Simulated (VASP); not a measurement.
Computed with AM05 GGA, VASP's PBE PAW potentials (set 64) (plane waves; VASP).

VASP input:

**POSCAR**
```
BN
2.5413090
  0.4999998951  -0.8660253078   0.0000000000
  0.4999998951   0.8660253078   0.0000000000
  0.0000000000   0.0000000000   1.6536319016
B N
2 2
Cart
  0.4999998951  -0.2886756800   0.8272114253
  0.4999998951   0.2886756800   0.0003954745
  0.4999998951  -0.2886756800   1.4465324394
  0.4999998951   0.2886756800   0.6197164886
```

**INCAR**
```
SYSTEM = BN
PREC = Accurate
ENCUT = 520
EDIFF = 1E-7
NELM = 100
ALGO = Normal
LREAL = .FALSE.
LASPH = .TRUE.
ISMEAR = 0
SIGMA = 0.05
GGA = AM
LWAVE = .FALSE.
LCHARG = .FALSE.
LORBIT = 11
ICHARG = 11
```

File KPOINTS:
```
k-points along high-symmetry lines
10
Line-mode
Reciprocal
  0.000000   0.000000   0.000000 ! GAMMA
 -0.000000   0.500000   0.000000 ! M

 -0.000000   0.500000   0.000000 ! M
 -0.333333   0.666667   0.000000 ! K

 -0.333333   0.666667   0.000000 ! K
  0.000000   0.000000   0.000000 ! GAMMA

  0.000000   0.000000   0.000000 ! GAMMA
  0.000000   0.000000   0.500000 ! A

  0.000000   0.000000   0.500000 ! A
 -0.000000   0.500000   0.500000 ! L

 -0.000000   0.500000   0.500000 ! L
 -0.333333   0.666667   0.500000 ! H

 -0.333333   0.666667   0.500000 ! H
  0.000000   0.000000   0.500000 ! A

 -0.000000   0.500000   0.500000 ! L
 -0.000000   0.500000   0.000000 ! M

 -0.333333   0.666667   0.500000 ! H
 -0.333333   0.666667   0.000000 ! K
```

POTCAR, in this order: B N (PBE.64 set). Program: vasp_std. Read from the step before: CHGCAR.

Output of the run:

File OSZICAR:
```
       N       E                     dE             d eps       ncg     rms          rms(c)
DAV:   1     0.502372040001E+02    0.50237E+02   -0.86855E+03  2160   0.129E+03
DAV:   2    -0.318667320205E+02   -0.82104E+02   -0.75607E+02  3064   0.265E+02
DAV:   3    -0.344174923890E+02   -0.25508E+01   -0.25377E+01  2860   0.454E+01
DAV:   4    -0.344322212246E+02   -0.14729E-01   -0.14719E-01  2596   0.347E+00
DAV:   5    -0.344324245176E+02   -0.20329E-03   -0.20318E-03  2732   0.348E-01
DAV:   6    -0.344324304403E+02   -0.59228E-05   -0.59224E-05  2668   0.429E-02
DAV:   7    -0.344324305720E+02   -0.13166E-06   -0.13121E-06  2600   0.603E-03
DAV:   8    -0.344324305774E+02   -0.53760E-08   -0.58426E-08  2000   0.971E-04
   1 F= -.34432431E+02 E0= -.34432431E+02  d E =-.656813E-19
```

**OUTCAR**
```
 val. band max:        7.6176925512   @ k =   0.0000   0.0000   0.0000

 cond. band min:      12.5865798532   @ k =  -0.3333   0.6667   0.0000



 k-point     1 :       0.0000    0.0000    0.0000
  band No.  band energies     occupation
      1     -12.8453      2.00000
      2      -8.6075      2.00000
      3      -3.4427      2.00000
      4       5.4644      2.00000
      5       5.4645      2.00000
      6       7.3404      2.00000
      7       7.6176      2.00000
      8       7.6177      2.00000
      9      15.9289      0.00000
     10      15.9289      0.00000
     11      16.1930      0.00000
     12      17.1956      0.00000

 k-point     2 :       0.0000    0.0556    0.0000
  band No.  band energies     occupation
      1     -12.7774      2.00000
      2      -8.5550      2.00000
      3      -3.3756      2.00000
      4       5.1425      2.00000
      5       5.3310      2.00000
      6       7.2682      2.00000
      7       7.3588      2.00000
      8       7.5463      2.00000
      9      15.7976      0.00000
     10      16.0698      0.00000
     11      16.3338      0.00000
     12      17.4144      0.00000

 k-point     3 :       0.0000    0.1111    0.0000
  band No.  band energies     occupation
      1     -12.5745      2.00000
      2      -8.4000      2.00000
      3      -3.1750      2.00000
      4       4.2788      2.00000
      5       4.9769      2.00000
      6       6.6370      2.00000
      7       7.0714      2.00000
      8       7.3378      2.00000
      9      15.5520      0.00000
     10      16.4519      0.00000
     11      16.5760      0.00000
     12      18.0055      0.00000

 k-point     4 :       0.0000    0.1667    0.0000
  band No.  band energies     occupation
      1     -12.2394      2.00000
      2      -8.1526      2.00000
      3      -2.8446      2.00000
      4       3.0857      2.00000
      5       4.5002      2.00000
      6       5.6222      2.00000
      7       6.7333      2.00000
...
```

The density is held fixed in this step, so its total energy and stress have no physical meaning.

The compound is BN in the wurtzite structure, a metastable high-pressure form. It was relaxed first.
